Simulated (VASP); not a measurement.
Given:

```
CELL_PARAMETERS angstrom
      1.80394    -3.12451     0.00000
      1.80394     3.12451     0.00000
      0.00000     0.00000     5.55626
ATOMIC_POSITIONS crystal
  Ho 0.33333 0.66667 0.25000
  Ho 0.66667 0.33333 0.75000
```

All values below come from PBE GGA with spin-orbit coupling, VASP's PBE PAW potentials (set 64) (plane waves; VASP). Numerical set-up: 400 eV cut-off, 11×11×6 Γ-centred mesh, Gaussian smearing of 0.050 eV, potentials Ho_3.

The 4f electrons are frozen in the core of the lanthanide potential, so 4f levels, which can set the real gap, and their magnetism are missing.

Give the energies of bands 13 to 25 at the high-symmetry points, in eV from the Fermi level.

```csv
band,Γ,M,K,A,L,H
13,-5.30,-2.02,-0.91,-3.65,-1.95,-0.62
14,-5.30,-2.02,-0.91,-3.65,-1.95,-0.62
15,-2.18,-1.39,-0.87,-3.65,-1.95,-0.58
16,-2.18,-1.39,-0.87,-3.65,-1.95,-0.58
17,1.25,-0.91,-0.72,1.07,0.09,-0.50
18,1.25,-0.91,-0.72,1.07,0.09,-0.50
19,1.70,-0.09,-0.48,1.07,0.09,-0.35
20,1.70,-0.09,-0.48,1.07,0.09,-0.35
21,1.95,1.44,1.15,1.62,1.55,0.43
22,1.95,1.44,1.15,1.62,1.55,0.43
23,2.31,1.62,1.23,1.70,1.55,0.58
24,2.31,1.62,1.23,1.80,1.55,0.58
25,2.40,2.36,2.63,1.80,2.99,2.94
```

It has no gap at this level: it comes out as a metal or semimetal.

The compound is Ho in the hcp structure. It was relaxed first.
